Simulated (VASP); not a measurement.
## CaO (space group Fm-3m): computed properties

All values below come from LDA (Ceperley-Alder, Perdew-Zunger), VASP's LDA PAW potentials (set 64) (plane waves; VASP).

* **space group**: Fm-3m (225)
* **cell**: a = b = c = 4.720 Å, α = β = γ = 90.00°
* **volume per atom**: 13.14 Å^3/atom
* **band gap (over mesh and band path)**: 3.43 eV
* **smallest direct gap (over mesh and band path)**: 3.79 eV
* **band-edge character**: indirect, Γ to X
* **density**: 3.54 g/cm³
* **mean ε∞ (DFPT)**: 3.88
* **mean ε∞ (independent particles)**: 4.07
* **mean static ε**: 14.59
* **optical Γ-point spectrum**: 293 (×3) cm⁻¹

```cif
data_CaO
_chemical_formula_sum 'Ca1 O1'
_space_group_name_H-M_alt 'P 1'
_space_group_IT_number 1
_cell_length_a 3.33726
_cell_length_b 3.33726
_cell_length_c 3.33726
_cell_angle_alpha 60.000
_cell_angle_beta 60.000
_cell_angle_gamma 60.000
loop_
_space_group_symop_operation_xyz
  'x, y, z'
loop_
_atom_site_label
_atom_site_type_symbol
_atom_site_fract_x
_atom_site_fract_y
_atom_site_fract_z
_atom_site_occupancy
Ca1 Ca 0.00000 0.00000 0.00000 1
O1 O 0.50000 0.50000 0.50000 1
```

The structure comes from a computed database's CaO entry (Fm-3m); how it stands against other phases isn't given here. It was relaxed first, which changed the volume by -5 %. Symmetry was kept, so distortions that lower it aren't found.
